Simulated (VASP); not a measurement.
Input:

```xyz
3
Lattice="4.0995 0.0000 0.0000 -2.0498 3.5503 0.0000 0.0000 0.0000 4.2878" Properties=species:S:1:pos:R:3 pbc="T T T"
Ca     2.0498     1.1834     0.0000
Ga     0.0000     0.0000     2.1439
Si     0.0000     2.3669     2.1439
```

The numbers are results of PBEsol GGA, VASP's PBE PAW potentials (set 64) (plane waves; VASP), not measurements. Numerical set-up: 400 eV cut-off, 10×10×8 Γ-centred mesh, tetrahedra with Blöchl corrections, potentials Ca_sv Ga_d Si.

Q: What does the run give for the energy per atom (σ→0), band gap (on the k-mesh) with the smallest direct gap where there is one?

A: 
```yaml
band gap (on the k-mesh): none (metal, semimetal or under 0.01 eV)
energy per atom (σ→0): -4236 meV/atom
```

The absolute energy has meaning only against runs of the same code, potentials and settings.

The structure comes from a computed database's CaGaSi entry (P-6m2); how it stands against other phases isn't given here. It was relaxed first. The electron count is odd and the run is not spin-polarised, which forces a metal.
